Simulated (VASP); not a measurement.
OSZICAR of a VASP run on SiC (zinc blende):

File OSZICAR:
```
       N       E                     dE             d eps       ncg     rms          rms(c)
DAV:   1     0.405626350530E+01    0.40563E+01   -0.42139E+03   824   0.846E+02
DAV:   2    -0.145993531661E+02   -0.18656E+02   -0.17234E+02  1144   0.102E+02
DAV:   3    -0.148798908753E+02   -0.28054E+00   -0.28054E+00   824   0.151E+01
DAV:   4    -0.148808705461E+02   -0.97967E-03   -0.97967E-03  1256   0.957E-01
DAV:   5    -0.148808709251E+02   -0.37906E-06   -0.37906E-06   832   0.139E-02    0.882E+00
DAV:   6    -0.131740441755E+02    0.17068E+01   -0.71547E+00   824   0.150E+01    0.399E+00
DAV:   7    -0.131199742054E+02    0.54070E-01   -0.35047E-01  1120   0.412E+00    0.184E+00
DAV:   8    -0.131122036611E+02    0.77705E-02   -0.18851E-02   808   0.126E+00    0.149E-01
DAV:   9    -0.131123702989E+02   -0.16664E-03   -0.76323E-04  1160   0.224E-01    0.105E-01
DAV:  10    -0.131124546562E+02   -0.84357E-04   -0.15126E-04   944   0.102E-01    0.205E-02
DAV:  11    -0.131124546673E+02   -0.11018E-07   -0.22838E-05   960   0.305E-02    0.619E-03
DAV:  12    -0.131124550964E+02   -0.42916E-06   -0.73977E-07   920   0.711E-03    0.116E-03
DAV:  13    -0.131124551284E+02   -0.31933E-07   -0.40696E-08   536   0.186E-03
   1 F= -.13112455E+02 E0= -.13112455E+02  d E =-.460245E-16
```

Task: Which electronic solver shows in the log?

Result: It is blocked Davidson (ALGO = Normal, or the opening steps of other solvers). The INCAR had ALGO = Normal.

Task: Can the final energy be trusted as converged?

Result: Self-consistency was reached. It stopped with EDIFF = 1E-7, NELM = 100 (vdW-DF-cx, plane waves, VASP's PBE PAW potentials (set 64)).

The compound is SiC in the zinc blende structure. It was relaxed first.
